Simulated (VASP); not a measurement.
Level of theory: PBE GGA with D4 dispersion, VASP's PBE PAW potentials (set 64) (plane waves; VASP). For the first row: Settings: 520 eV cut-off, 13×13×13 Γ-centred mesh, first-order Methfessel-Paxton smearing of 0.10 eV, potentials Al Co.

| system | energy (eV/atom) |
|---|---|
| CoAl (CsCl type) | -6.4396 |
| Al (fcc) | -4.1026 |
| Co (hcp) | -7.4703 |

The references are the elements' solids at the same level; no temperature or zero-point terms are added.

Problem. What is the formation energy per atom of CoAl?

Solution. The references average (1×(-4.1026) + 1×(-7.4703))/2 = -5.7865 eV, so the formation energy is -6.4396 − (-5.7865) = -0.653 eV/atom.
